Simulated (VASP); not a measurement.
OSZICAR of a VASP run on ZnO (wurtzite):

File OSZICAR:
```
       N       E                     dE             d eps       ncg     rms          rms(c)
DAV:   1     0.285217866646E+03    0.28522E+03   -0.18920E+04  1056   0.235E+03
DAV:   2     0.971447783904E+01   -0.27550E+03   -0.26535E+03  1140   0.436E+02
DAV:   3    -0.204976522261E+02   -0.30212E+02   -0.29976E+02  1218   0.153E+02
DAV:   4    -0.211009901826E+02   -0.60334E+00   -0.60263E+00  1182   0.231E+01
DAV:   5    -0.211058458686E+02   -0.48557E-02   -0.48555E-02  1212   0.198E+00    0.140E+01
DAV:   6    -0.177309140648E+02    0.33749E+01   -0.12342E+01  1864   0.749E+01    0.838E+00
DAV:   7    -0.178881771407E+02   -0.15726E+00   -0.26563E+00  1168   0.197E+01    0.505E+00
DAV:   8    -0.179130605880E+02   -0.24883E-01   -0.86860E-01  1540   0.914E+00    0.182E+00
DAV:   9    -0.178471065683E+02    0.65954E-01   -0.19499E-01  1626   0.801E+00    0.347E-01
DAV:  10    -0.178508679337E+02   -0.37614E-02   -0.57485E-02  1080   0.175E+00    0.145E-01
DAV:  11    -0.178508684218E+02   -0.48812E-06   -0.12399E-03  1398   0.348E-01    0.303E-02
DAV:  12    -0.178509195881E+02   -0.51166E-04   -0.71128E-05  1116   0.806E-02    0.296E-02
DAV:  13    -0.178509200432E+02   -0.45503E-06   -0.13634E-05  1300   0.571E-02    0.148E-02
DAV:  14    -0.178509174596E+02    0.25836E-05   -0.11745E-05  1176   0.305E-02    0.392E-03
DAV:  15    -0.178509170506E+02    0.40901E-06   -0.11922E-06   702   0.125E-02
   1 F= -.17850917E+02 E0= -.17850917E+02  d E =-.953231E-13
```

Problem. Which electronic solver shows in the log?

Solution. It is blocked Davidson (ALGO = Normal, or the opening steps of other solvers). The INCAR had ALGO = Normal.

Problem. Can the final energy be trusted as converged?

Solution. The run converged. It stopped with EDIFF = 1E-6, NELM = 100 (PBE GGA, plane waves, VASP's PBE PAW potentials (set 64)).

The compound is ZnO in the wurtzite structure. The cell was not relaxed at this level. The run is one of a series of settings (LASPH = .FALSE. against the base run), some of them coarse on purpose.
